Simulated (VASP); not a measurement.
# ScSi2 (P6/mmm) in VASP: a series of runs

One crystal, ScSi2, is run at these levels: r2SCAN; tasks: single point.

Everything below comes from runs of VASP 6.6.1. Logs are shortened: lines on timing, memory, paths and dates and some standing lists are left out, and cuts for length are marked.

## Step 1: Starting point

It takes space group P6/mmm (No. 191, hexagonal). Conventional cell: a = 3.710 Å, b = 3.710 Å, c = 3.930 Å, α = 90.00°, β = 90.00°, γ = 120.00°. Sc (site symmetry 6/mmm) has 12 Si at 2.91 Å as nearest neighbours. Si (site symmetry -6m2) has 3 Si at 2.14 Å as nearest neighbours.

## Step 2: Single point, r2SCAN

Input file POSCAR:

```
ScSi2
1.0
    3.7101351100      0.0000000000      0.0000000000
   -1.8550675500      3.2130762900      0.0000000000
    0.0000000000      0.0000000000      3.9299874600
Sc Si
1 2
Direct
    0.0000000000      0.0000000000      0.0000000000
    0.3333000000      0.6667000000      0.5000000000
    0.6666000000      0.3333000000      0.5000000000
```

Input file INCAR.step1:

```
SYSTEM = ScSi2
  ALGO = Normal
  EDIFF = 1E-4
  ENCUT = 520
  GGA = PE
  ISMEAR = -1
  LASPH = .TRUE.
  LCHARG = .FALSE.
  LREAL = .FALSE.
  LWAVE = .TRUE.
  NBANDS = 16
  NELM = 100
  PREC = Accurate
  SIGMA = 0.0122
```

Input file INCAR.step2:

```
SYSTEM = ScSi2
  ALGO = Normal
  EDIFF = 1E-6
  ENCUT = 520
  ISIF = 2
  ISMEAR = -1
  ISTART = 1
  LASPH = .TRUE.
  LCHARG = .TRUE.
  LELF = .TRUE.
  LMIXTAU = .TRUE.
  LREAL = .FALSE.
  LVHAR = .TRUE.
  LWAVE = .FALSE.
  METAGGA = R2SCAN
  NBANDS = 16
  NELM = 100
  PREC = Accurate
  SIGMA = 0.0122
```

Input file KPOINTS:

```
k-points
0
G
  6 6 5
  0 0 0
```

Potentials or basis: VASP PAW PBE potentials, release 64 (Sc_sv, Si).

Launch:

```bash
$ cat potpaw_PBE.64/Sc_sv/POTCAR potpaw_PBE.64/Si/POTCAR > POTCAR
$ cp INCAR.step1 INCAR
$ mpirun -np 1 vasp_std > vasp.out
$ cp INCAR.step2 INCAR
$ mpirun -np 1 vasp_std > vasp.out
```

OUTCAR:

```text
SYSTEM = ScSi2
   EDIFF = 1E-6
   ENCUT = 520
   ISIF = 2
   ISMEAR = -1
   ISTART = 1
   LASPH = .TRUE.
   LREAL = .FALSE.
   METAGGA = R2SCAN
   NELM = 100
   PREC = Accurate

 ion  position               nearest neighbor table
   1  0.000  0.000  0.000-   2 2.91   2 2.91   3 2.91   3 2.91   3 2.91   3 2.91   2 2.91   2 2.91
                             2 2.91   2 2.91   3 2.91   3 2.91
   2  0.333  0.667  0.500-   3 2.14   3 2.14   3 2.14   1 2.91   1 2.91   1 2.91   1 2.91   1 2.91
                             1 2.91
   3  0.667  0.333  0.500-   2 2.14   2 2.14   2 2.14   1 2.91   1 2.91   1 2.91   1 2.91   1 2.91
                             1 2.91

  LATTYP: Found a hexagonal cell.
 ALAT       =     3.7101351100
 C/A-ratio  =     1.0592572355

  Lattice vectors:

 A1 = (   3.7101351100,   0.0000000000,   0.0000000000)
 A2 = (  -1.8550675500,   3.2130762900,   0.0000000000)
 A3 = (   0.0000000000,   0.0000000000,   3.9299874600)

Analysis of symmetry for initial positions (statically):
=====================================================================
 Subroutine PRICEL returns:
 Original cell was already a primitive cell.

 Routine SETGRP: Setting up the symmetry group for a
 hexagonal supercell.

 Subroutine GETGRP returns: Found  4 space group operations
 (whereof  4 operations were pure point group operations)
 out of a pool of 24 trial point group operations.

The static configuration has the point symmetry C_2v.

Analysis of symmetry for dynamics (positions and initial velocities):
=====================================================================
 Subroutine PRICEL returns:
 Original cell was already a primitive cell.

 Routine SETGRP: Setting up the symmetry group for a
 hexagonal supercell.

 Subroutine GETGRP returns: Found  4 space group operations
 (whereof  4 operations were pure point group operations)
 out of a pool of 24 trial point group operations.

The dynamic configuration has the point symmetry C_2v.

 Subroutine INISYM returns: Found  4 space group operations
 (whereof  4 operations are pure point group operations),
 and found     1 'primitive' translations

----------------------------------------------------------------------------------------

                                     Primitive cell

  volume of cell :      46.8492

  direct lattice vectors                    reciprocal lattice vectors
     3.710135110  0.000000000  0.000000000     0.269531963  0.155614107  0.000000000
    -1.855067550  3.213076290  0.000000000     0.000000000  0.311228215  0.000000000
     0.000000000  0.000000000  3.929987460     0.000000000  0.000000000  0.254453738

  length of vectors
     3.710135110  3.710139466  3.929987460     0.311228581  0.311228215  0.254453738

  position of ions in fractional coordinates (direct lattice)
     0.000000000  0.000000000  0.000000000
     0.333300000  0.666700000  0.500000000
     0.666600000  0.333300000  0.500000000

  ion indices of the primitive-cell ions
   primitive index   ion index
                 1           1
                 2           2
                 3           3

----------------------------------------------------------------------------------------

 KPOINTS: k-points

Automatic generation of k-mesh.
 Grid dimensions read from file:
 generate k-points for:    6    6    5

 Generating k-lattice:

  Cartesian coordinates                     Fractional coordinates (reciprocal lattice)
     0.044921994  0.025935685  0.000000000     0.166666667  0.000000000  0.000000000
     0.000000000  0.051871369  0.000000000     0.000000000  0.166666667  0.000000000
     0.000000000  0.000000000  0.050890748     0.000000000  0.000000000  0.200000000

  Length of vectors
     0.051871430  0.051871369  0.050890748

  Shift w.r.t. Gamma in fractional coordinates (k-lattice)
     0.000000000  0.000000000  0.000000000

 Subroutine IBZKPT returns following result:
 ===========================================

 Found     39 irreducible k-points:

 Following reciprocal coordinates:
            Coordinates               Weight
  0.000000  0.000000  0.000000      1.000000
  0.166667  0.000000  0.000000      4.000000
  0.000000  0.166667  0.000000      2.000000
  0.333333 -0.000000  0.000000      4.000000
  0.000000  0.333333  0.000000      2.000000
  0.500000 -0.000000  0.000000      2.000000
[... 16 lines left out ...]
  0.333333  0.166667  0.200000      8.000000
 -0.166667  0.500000  0.200000      8.000000
 [... further k-points ...]
   k-points           NKPTS =     39   k-points in BZ     NKDIM =     39   number of bands    NBANDS=     16
   number of dos      NEDOS =    301   number of ions     NIONS =      3
   total plane-waves  NPLWV =  23520
   dimension x,y,z NGX =    28 NGY =   28 NGZ =   30
   dimension x,y,z NGXF=    56 NGYF=   56 NGZF=   60
   ions per type =               1   2
   NGX,Y,Z   is equivalent  to a cutoff of  12.55, 12.55, 12.69 a.u.
   NGXF,Y,Z  is equivalent  to a cutoff of  25.09, 25.09, 25.38 a.u.
 SYSTEM =  ScSi2
   PREC   = accura    normal or accurate (medium, high low for compatibility)
   ISTART =      1    job   : 0-new  1-cont  2-samecut
   ICHARG =      0    charge: 1-file 2-atom 10-const
   ISPIN  =      1    spin polarized calculation?
   LNONCOLLINEAR =      F non collinear calculations
   LSORBIT =      F    spin-orbit coupling
   LASPH  =      T    aspherical Exc in radial PAW
   ENCUT  =  520.0 eV  38.22 Ry    6.18 a.u.   6.90  6.90  7.31*2*pi/ulx,y,z
   NELM   =    100;   NELMIN=  2; NELMDL=  0     # of ELM steps
   EDIFF  = 0.1E-05   stopping-criterion for ELM
   LREAL  =      F    real-space projection
[... 7 lines left out ...]
   TEBEG  =    0.0;   TEEND  =   0.0 temperature during run
   PSTRESS=    0.0 pullay stress
   NELECT =      19.0000    total number of electrons
   NUPDOWN=      -1.0000    fix difference up-down
   EMIN   =  10.00;   EMAX   =-10.00  energy-range for DOS
   EFERMI =   0.00;   METHOD = LEGACY
   ISMEAR =    -1;   SIGMA  =   0.01  broadening in eV -4-tet -1-fermi 0-gaus
   EFERMI_NEDOS =   21; number of points for ismear=-14 and -15
   IALGO  =     38    algorithm
   IMIX   =      4    mixing-type and parameters
     AMIX     =   0.40;   BMIX     =  1.00
     AMIX_MAG =   1.60;   BMIX_MAG =  1.00
  volume/ion in A,a.u.               =      15.62       105.38
  Fermi-wavevector in a.u.,A,eV,Ry     =   1.211784  2.289941 19.979089  1.468422
  Thomas-Fermi vector in A             =   2.347289
   LORBIT       =      0    0 simple, 1 ext, 2 COOP (PROOUT), +10 PAW based schemes
   METAGGA = R2SCAN    functional components
   LHFCALC =     F    Hartree Fock is set to
   AEXX    =    0.0000 exact exchange contribution
   IVDW    =     0    specifies the selected vdW correction
   LEPSILON=     F    determine dielectric tensor
   LRPA    =     F    only Hartree local field effects (RPA)
 non-spin polarized calculation
  energy-cutoff  :      520.00
  volume of cell :       46.85
 maximum number of plane-waves:      1276
   NGX = 13   NGY = 13   NGZ = 15

 number of electron      18.9999999 magnetization

 Free energy of the ion-electron system (eV)
  ---------------------------------------------------
  ext. energy  EPLUGINS =         0.00000000
  ---------------------------------------------------
  free energy    TOTEN  =       -29.51431424 eV

  energy without entropy =      -29.51199853  energy(sigma->0) =      -29.51315638

 E-fermi :   9.0736     XC(G=0): -11.7111

 val. band max:        9.0735496383   @ k =   0.5000   0.3333   0.2000
 cond. band min:       9.0738326014   @ k =   0.3333   0.1667   0.2000
 fundamental gap:      0.0002829631
 Fermi energy:         9.0735983487

 k-point     1 :       0.0000    0.0000    0.0000
  band No.  band energies     occupation
      1     -43.0640      2.00000
      2     -20.7853      2.00000
      3     -20.7202      2.00000
      4     -20.7201      2.00000
      5      -5.5050      2.00000
      6       5.0168      2.00000
[... 8 lines left out ...]
     15      11.5767      0.00000
     16      11.5770      0.00000

 k-point     2 :       0.1667    0.0000    0.0000
  band No.  band energies     occupation
      1     -43.0618      2.00000
      2     -20.7808      2.00000
      3     -20.7479      2.00000
      4     -20.7264      2.00000
      5      -5.0956      2.00000
      6       3.4414      2.00000
[... 8 lines left out ...]
     15      12.0334      0.00000
     16      12.5094      0.00000

 k-point     3 :       0.0000    0.1667    0.0000
  band No.  band energies     occupation
      1     -43.0618      2.00000
      2     -20.7808      2.00000
      3     -20.7478      2.00000
      4     -20.7265      2.00000
      5      -5.0956      2.00000
      6       3.4407      2.00000
[... 8 lines left out ...]
     15      12.0332      0.00000
     16      12.5093      0.00000

 k-point     4 :       0.3333   -0.0000    0.0000
  band No.  band energies     occupation
      1     -43.0573      2.00000
      2     -20.8027      2.00000
      3     -20.7716      2.00000
      4     -20.7390      2.00000
      5      -3.9186      2.00000
      6       0.6749      2.00000
[... 8 lines left out ...]
     15      13.6481      0.00000
     16      13.8334      0.00000
[... 324 lines left out ...]
 k-point    22 :      -0.3333    0.1667    0.2000
  band No.  band energies     occupation
      1     -43.0576      2.00000
      2     -20.7933      2.00000
      3     -20.7804      2.00000
      4     -20.7392      2.00000
      5      -4.1078      2.00000
      6       1.8454      2.00000
[... 8 lines left out ...]
     15      12.3121      0.00000
     16      14.1331      0.00000

 k-point    23 :       0.3333    0.1667    0.2000
  band No.  band energies     occupation
      1     -43.0543      2.00000
      2     -20.8120      2.00000
      3     -20.7843      2.00000
      4     -20.7573      2.00000
      5      -2.7367      2.00000
      6      -0.3143      2.00000
[... 8 lines left out ...]
     15      13.0026      0.00000
     16      14.0425      0.00000

 k-point    24 :      -0.1667    0.5000    0.2000
  band No.  band energies     occupation
      1     -43.0543      2.00000
      2     -20.8119      2.00000
      3     -20.7843      2.00000
      4     -20.7574      2.00000
      5      -2.7365      2.00000
      6      -0.3149      2.00000
[... 8 lines left out ...]
     15      13.0025      0.00000
     16      14.0426      0.00000

 [... further k-points ...]
[... 5 lines left out ...]
  --------------------------------------------------------------------------------------
  -------------------------------------------------------------------------------------
  Total        7.7325729      7.7456613     -0.6045317      0.0000000      0.0000000      0.0000000
  in kB      264.4433673    264.8909728    -20.6741538      0.0000004      0.0000000      0.0000000
  external PRESSURE =     169.5533954 kB  Pullay stress =       0.0000000 kB

 VOLUME and BASIS-vectors are now :
 -----------------------------------------------------------------------------
  energy-cutoff  :      520.00
  volume of cell :       46.85
      direct lattice vectors                 reciprocal lattice vectors
     3.710135110  0.000000000  0.000000000     0.269531963  0.155614107  0.000000000
    -1.855067550  3.213076290  0.000000000     0.000000000  0.311228215  0.000000000
     0.000000000  0.000000000  3.929987460     0.000000000  0.000000000  0.254453738

 POSITION                                       TOTAL-FORCE (eV/Angst)
 -----------------------------------------------------------------------------------
      0.00000      0.00000      0.00000        -0.000590      0.000000      0.000000
     -0.00019      2.14216      1.96499         0.000295     -0.004478      0.000000
      1.85488      1.07092      1.96499         0.000295      0.004478      0.000000
 -----------------------------------------------------------------------------------
    total drift:                               -0.000018     -0.000000     -0.000000

  FREE ENERGIE OF THE ION-ELECTRON SYSTEM (eV)
  ---------------------------------------------------
  free  energy   TOTEN  =       -29.5143142362 eV

  energy  without entropy=      -29.5119985293  energy(sigma->0) =      -29.51315638
```

It took 59 s on 1 thread of Intel Xeon Platinum 8488C (Sapphire Rapids), shared host; peak memory 0.19 GiB.

Results:

| Item | Value |
| --- | --- |
| Free energy | -29.5143 eV |
| Pressure | 17.0 GPa |
| Largest force | 0.004 eV/Å |
| Band gap on the k mesh | none (metal or under the smearing width) |

Forces on the atoms (eV/Å):
```
Sc  -0.001  0.000  0.000
Si   0.000 -0.004  0.000
Si   0.000  0.004  0.000
```

Stress tensor (GPa, compression positive):
```
26.44  0.00  0.00
 0.00 26.49  0.00
 0.00  0.00 -2.07
```

Caveat: so large a pressure means that the cell lies far from this level's equilibrium, or that cutoff or potentials fall short; the potentials were made for another functional, which shifts forces and pressure.

## Step 3: Single point, r2SCAN

POSCAR is that of step 2.

Input file INCAR.step1:

```
SYSTEM = ScSi2
PREC = Accurate ; ENCUT = 520
ISMEAR = -1 ; SIGMA = 0.0122
LREAL = .False. ; LASPH = .True.
NELM = 100 ; NBANDS = 16
GGA = PE ; ALGO = Normal
EDIFF = 1E-4 ; LWAVE = .True.
LCHARG = .False.
```

Input file INCAR.step2:

```
SYSTEM = ScSi2
PREC = Accurate ; ENCUT = 520
EDIFF = 1E-6 ; ISMEAR = -1
SIGMA = 0.0122 ; LREAL = .False.
LASPH = .True. ; NELM = 100
ALGO = Normal ; ISIF = 2
LWAVE = .False. ; LCHARG = .False.
METAGGA = R2SCAN ; LMIXTAU = .True.
NBANDS = 16 ; ISTART = 1
```

Input file KPOINTS:

```
Automatic mesh
0
Gamma
  6 6 5
  0 0 0
```

Potentials or basis: VASP PAW PBE potentials, release 64 (Sc_sv, Si).

Launch:

```bash
$ cat potpaw_PBE.64/Sc_sv/POTCAR potpaw_PBE.64/Si/POTCAR > POTCAR
$ cp INCAR.step1 INCAR
$ mpirun -np 1 vasp_std > vasp.out
$ cp INCAR.step2 INCAR
$ mpirun -np 1 vasp_std > vasp.out
```

It took 60 s on 1 thread of Intel Xeon Platinum 8488C (Sapphire Rapids), shared host; peak memory 0.18 GiB.

Results (log left out):

* Free energy: -29.5143 eV
* Pressure: 17.0 GPa
* Largest force: 0.004 eV/Å
* Band gap on the k mesh: none (metal or under the smearing width)

Forces in eV/Å, atoms in the order of the input:
```
Sc  -0.001  0.000  0.000
Si   0.000 -0.004  0.000
Si   0.000  0.004  0.000
```

Stress tensor (GPa, compression positive):
```
26.44  0.00  0.00
 0.00 26.49  0.00
 0.00  0.00 -2.07
```

Levels at points of the mesh, in eV from the Fermi level:
```tsv
k point	band 7	band 8	band 9	band 10	band 11	band 12
(0.00, 0.00, 0.00)	-3.81	-3.81	-2.19	0.88	0.88	0.93
(0.50, 0.00, 0.00)	-4.98	-3.54	-2.93	0.17	0.68	2.14
(0.00, 0.50, 0.00)	-4.97	-3.54	-2.93	0.17	0.68	2.14
```

Caveat: so large a pressure means that the cell lies far from this level's equilibrium, or that cutoff or potentials fall short; the potentials were made for another functional, which shifts forces and pressure.

## Step 4: Single point, r2SCAN

POSCAR is that of step 3.

Input file INCAR.step1:

```
SYSTEM = ScSi2
PREC = Accurate
ENCUT = 520
ISMEAR = -1
SIGMA = 0.0122
LREAL = .False.
LASPH = .True.
NELM = 100
NBANDS = 16
GGA = PE
ALGO = Normal
EDIFF = 1E-4
LWAVE = .True.
LCHARG = .False.
```

Input file INCAR.step2:

```
SYSTEM = ScSi2
PREC = Accurate
ENCUT = 520
EDIFF = 1E-7
ISMEAR = -1
SIGMA = 0.0122
LREAL = .False.
LASPH = .True.
NELM = 100
ALGO = Normal
ISIF = 2
LWAVE = .False.
LCHARG = .False.
METAGGA = R2SCAN
LMIXTAU = .True.
NBANDS = 16
ISTART = 1
```

Input file KPOINTS:

```
regular mesh
0
Gamma
  8 8 6
  0 0 0
```

Launch:

```bash
$ cat potpaw_PBE.64/Sc_sv/POTCAR potpaw_PBE.64/Si/POTCAR > POTCAR
$ cp INCAR.step1 INCAR
$ mpirun -np 1 vasp_std > vasp.out
$ cp INCAR.step2 INCAR
$ mpirun -np 1 vasp_std > vasp.out
```

Run time: 2.4 min. Hardware: 1 thread of Intel Xeon Platinum 8488C (Sapphire Rapids), shared host; peak memory 0.2 GiB.

Results (log left out):

```yaml
Free_energy: -29.4900 eV
Pressure: 16.6 GPa
Largest_force: 0.005 eV/Å
Band_gap_on_the_k_mesh: none (metal or under the smearing width)
```

Forces on the atoms (eV/Å):
```
Sc  -0.001  0.000  0.000
Si   0.000 -0.005  0.000
Si   0.000  0.005  0.000
```

Stress tensor (GPa, compression positive):
```
26.64  0.00  0.00
 0.00 26.68  0.00
 0.00  0.00 -3.41
```

Levels at points of the mesh, in eV from the Fermi level:
```csv
k point,band 5,band 6,band 7,band 8,band 9,band 10,band 11,band 12,band 13,band 14
"(0.00, 0.00, 0.00)",-14.48,-3.96,-3.71,-3.71,-2.07,0.96,0.97,1.03,1.66,1.66
"(0.50, 0.00, 0.00)",-11.51,-10.26,-4.88,-3.44,-2.82,0.27,0.78,2.27,2.45,2.67
"(0.00, 0.50, 0.00)",-11.51,-10.27,-4.88,-3.44,-2.82,0.27,0.78,2.27,2.45,2.67
"(0.00, 0.00, 0.50)",-13.62,-7.69,-2.90,-2.90,-1.17,-1.17,0.37,0.37,1.73,2.49
"(0.50, 0.00, 0.50)",-11.42,-9.38,-5.28,-4.67,-4.00,-0.47,2.01,2.65,3.08,3.18
"(0.00, 0.50, 0.50)",-11.42,-9.39,-5.28,-4.67,-4.00,-0.47,2.01,2.65,3.08,3.18
```

Caveat: so large a pressure means that the cell lies far from this level's equilibrium, or that cutoff or potentials fall short; the potentials were made for another functional, which shifts forces and pressure.
